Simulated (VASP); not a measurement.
CsRuN2: energy against volume and a worked fit

```cif
data_structure
_symmetry_space_group_name_H-M 'P 1'
_symmetry_Int_Tables_number 1
_cell_length_a 6.1087
_cell_length_b 6.1087
_cell_length_c 6.1087
_cell_angle_alpha 60.000
_cell_angle_beta 60.000
_cell_angle_gamma 60.000
_cell_volume 161.18
loop_
_atom_site_label
_atom_site_type_symbol
_atom_site_fract_x
_atom_site_fract_y
_atom_site_fract_z
_atom_site_occupancy
Cs1 Cs 0.50000 0.50000 0.50000 1
Cs2 Cs 0.75000 0.75000 0.75000 1
Ru1 Ru 0.00000 0.00000 0.00000 1
Ru2 Ru 0.25000 0.25000 0.25000 1
N1 N 0.12500 0.62500 0.12500 1
N2 N 0.62500 0.12500 0.12500 1
N3 N 0.12500 0.12500 0.12500 1
N4 N 0.12500 0.12500 0.62500 1
```

The cell comes from a database or a generator and needn't be the stable form of this composition.

The cell was scaled at fixed shape and fractions and run with VASP, PBE PAW files Cs_sv, N, Ru_pv, 520 eV; PBE, k mesh 6 × 6 × 6 on the cell of 8 atoms, fermi-dirac occupations of 0.05 eV, no spin polarisation, no spin-orbit coupling. Energies are those that the program minimises, any entropy of the smearing included. For a metal such a mesh isn't converged to the digits shown.

| V (Å³/atom) | energy over the lowest row (meV/atom) |
| --- | --- |
| 18.9391 | 17.27 |
| 19.3420 | 5.54 |
| 19.7450 | 0.00 |
| 20.1480 | 0.01 |
| 20.5509 | ? |
| 20.9539 | 14.39 |
| 21.3568 | 27.75 |

Problem. Fit the third-order Birch-Murnaghan form, give V0, B0 and B′, and predict the energy left open.

Solution. With y = (V0/V)^(2/3), E = E0 + (9 V0 B0/16) [(y - 1)³ B′ + (y - 1)² (6 - 4y)]. Least squares through the rows shown give V0 = 19.9437 Å³/atom, E0 = -0.65 meV, B0 = 103.1 GPa (1 eV/Å³ = 160.218 GPa) and B′ = 4.54, with a largest miss of 0.01 meV. At V = 20.5509 the form with these constants gives 4.98 meV; the run gave 4.98 meV an atom.
